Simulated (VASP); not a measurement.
A convergence study with VASP on HfC (space group no. 225 when undisturbed): one setting is varied, all else stays as given below, so the limit is that of these other settings. One atom is moved off its site, so that forces are finite.

```
CELL_PARAMETERS angstrom
      0.00000     2.33160     2.33160
      2.33160     0.00000     2.33160
      2.33160     2.33160     0.00000
ATOMIC_POSITIONS crystal
  Hf 0.01072 0.01072 0.98928
  C  0.50000 0.50000 0.50000
```

Calculation: LDA (Ceperley-Alder, Perdew-Zunger), VASP's LDA PAW potentials (set 64) (plane waves; VASP 6.6.1). The tightest run used: 400 eV cut-off, 17×17×17 Γ-centred mesh, Fermi-Dirac smearing of 0.10 eV, potentials Hf_pv C.

```csv
setting,E (eV/atom),pressure (GPa),largest force (eV/Å),irreducible k-points
2×2×2 mesh,-10.7977,-6.61,0.886,4
3×3×3 mesh,-11.3136,-13.80,0.375,6
4×4×4 mesh,-11.3836,-14.62,0.267,13
5×5×5 mesh,-11.3953,-13.79,0.222,18
```

Q: These are the cheaper rows. Estimate the results at 17×17×17 mesh, and how far the last row shown lies from them.

A: 
```json
[
 {"quantity": "E (eV/atom)", "tightest run": "-11.4160", "last row shown is off by": "0.0207"},
 {"quantity": "pressure (GPa)", "tightest run": "-14.07", "last row shown is off by": "0.28"},
 {"quantity": "largest force (eV/Å)", "tightest run": "0.341", "last row shown is off by": "-0.119"}
]
```

Left out are rungs that failed or repeat a setting and relaxations that didn't move; long series are thinned to 24 rows.

The structure is a typed HfC crystal (space group no. 225). The cell was not relaxed at this level, it is distorted from the ideal structure.
